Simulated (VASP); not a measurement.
Data:

```
CELL_PARAMETERS angstrom
      3.00298     0.00000     0.00000
      0.00000     3.00298     0.00000
      0.00000     0.00000     3.00298
ATOMIC_POSITIONS crystal
  Al 0.50000 0.50000 0.50000
  Ru 0.00000 0.00000 0.00000
```

Computed with AM05 GGA, VASP's PBE PAW potentials (set 64) (plane waves; VASP 6.6.1). Numerical set-up: 520 eV cut-off, 12×12×12 Γ-centred mesh, first-order Methfessel-Paxton smearing of 0.10 eV, potentials Al Ru_pv.

Task: Give the stress tensor in GPa (positive for a compressed cell).

Result: 
```
-6.27   0.00   0.00
 0.00  -6.27   0.00
 0.00   0.00  -6.27
```
The pressure is its mean diagonal, -6.27 GPa.

The compound is RuAl in the CsCl type structure. This cell is one point of a volume scan, at 1.03 of the reference volume. The electron count is odd and the run is not spin-polarised, which forces a metal.
